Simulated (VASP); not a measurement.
Consider the following.

```
CaBr2
1.0
    6.80283     0.00000     0.00000
    0.00000     6.80283     0.00000
    0.00000     0.00000     4.37415
Ca Br
2 4
Direct
  0.00000   0.00000   0.00000
  0.50000   0.50000   0.50000
  0.80220   0.19780   0.50000
  0.19780   0.80220   0.50000
  0.30220   0.30220   0.00000
  0.69780   0.69780   0.00000
```

Level of theory: r2SCAN meta-GGA, VASP's PBE PAW potentials (set 64) (plane waves; VASP). Settings: 400 eV cut-off, 4×4×6 Γ-centred mesh, tetrahedra with Blöchl corrections, potentials Ca_sv Br.

**Question.** Give the energies of bands 14 to 27 at the high-symmetry points, in eV from the valence-band maximum.

**Answer.** 
```
band      Γ      X      M      Z      R      A
----  -----  -----  -----  -----  -----  -----
14    -1.91  -2.46  -2.50  -2.19  -2.35  -2.64
15    -1.87  -1.39  -1.47  -1.97  -2.04  -2.12
16    -1.54  -1.39  -1.47  -1.97  -2.04  -2.12
17    -1.54  -1.36  -1.31  -1.66  -1.48  -1.40
18    -1.33  -1.36  -1.31  -1.66  -1.48  -1.40
19    -1.28  -1.26  -0.94  -1.27  -1.43  -1.25
20    -1.28  -1.26  -0.94  -1.27  -1.43  -1.25
21    -0.53  -0.88  -0.75  -0.92  -0.75  -0.57
22    -0.28  -0.88  -0.75  -0.92  -0.75  -0.57
23    -0.28  -0.35  -0.73  -0.75  -0.57  -0.41
24     0.00  -0.35  -0.73  -0.75  -0.57  -0.41
25     5.01   5.44   5.31   6.06   5.36   5.86
26     5.25   5.44   5.31   6.07   5.36   5.86
27     5.51   6.24   6.02   6.13   6.37   5.87
```

The gap is direct, 5.02 eV, from the valence maximum at Γ to the conduction minimum at Γ.

The structure comes from a computed database's CaBr2 entry (P4_2/mnm); how it stands against other phases isn't given here. It was relaxed first.
